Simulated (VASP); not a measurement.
An input for Quantum ESPRESSO's pw.x (written as the equivalent of a VASP run, and not itself run):

```
&CONTROL
  calculation = 'scf'
  pseudo_dir = './pseudo'
  outdir = './out'
  tprnfor = .true.
  tstress = .true.
/
&SYSTEM
  ibrav = 0
  nat = 2
  ntyp = 2
  ecutwfc = 96
  occupations = 'smearing'
  smearing = 'methfessel-paxton'
  degauss = 0.00735
  input_dft = 'pbe'
/
&ELECTRONS
  conv_thr = 7.3e-08
  electron_maxstep = 100
/
ATOMIC_SPECIES
  Al 26.982 Al.upf
  Co 58.933 Co.upf
CELL_PARAMETERS angstrom
     2.9372940    0.0000000    0.0000000
     0.0000000    2.7937010    0.0000000
     0.0000000    0.0000000    2.8296490
ATOMIC_POSITIONS crystal
  Al   0.5000000  0.5000000  0.5000000
  Co   0.0326610  0.0000000  0.0000000
K_POINTS automatic
  11 12 12 0 0 0
```

Task: Translate this input to VASP (INCAR, KPOINTS, POSCAR, choice of POTCAR).

Result: One answer among several that fit: 
INCAR:
```
# general
SYSTEM   =  CoAl
PREC     =  Accurate
ENCUT    =  800   # plane-wave cut-off (eV)
LREAL    =  .FALSE.   # projection in real space or not
LASPH    =  .TRUE.

# electronic loop
EDIFF    =  1E-6   # SCF stop (eV)
NELM     =  100   # most electronic steps
ALGO     =  Normal   # blocked Davidson
LMAXMIX  =  4   # l cut-off of mixed one-centre charges

# smearing
ISMEAR   =  1   # Methfessel-Paxton
SIGMA    =  0.1   # width (eV)

# functional
GGA      =  PE

# ions
ISIF     =  2   # forces and stress, cell fixed

# output
LWAVE    =  .FALSE.
LCHARG   =  .FALSE.
```

**POSCAR**
```
CoAl
1
    2.9372940000     0.0000000000     0.0000000000
    0.0000000000     2.7937010000     0.0000000000
    0.0000000000     0.0000000000     2.8296490000
Al Co
1 1
Direct
  0.5000000000   0.5000000000   0.5000000000
  0.0326610000   0.0000000000   0.0000000000
```

**KPOINTS**
```
Automatic mesh
0
Gamma
11 12 12
0 0 0
```

POTCAR, in this order: Al_sv_GW Co (PBE.64 set). Program: vasp_std.

Limits of the translation: the potentials are each code's own (VASP's PAW set, PseudoDojo norm-conserving files in pw.x), so ENCUT and ecutwfc are chosen apart and not converted; conv_thr bounds pw.x's estimated SCF error, while EDIFF bounds the energy change between steps.

The compound is CoAl in the CsCl type structure. The cell was not relaxed at this level, atoms are displaced from their ideal sites. The run is one of a series of settings (ENCUT = 800, POTCAR Al_sv_GW Co (PBE.64 set) against the base run), some of them coarse on purpose.
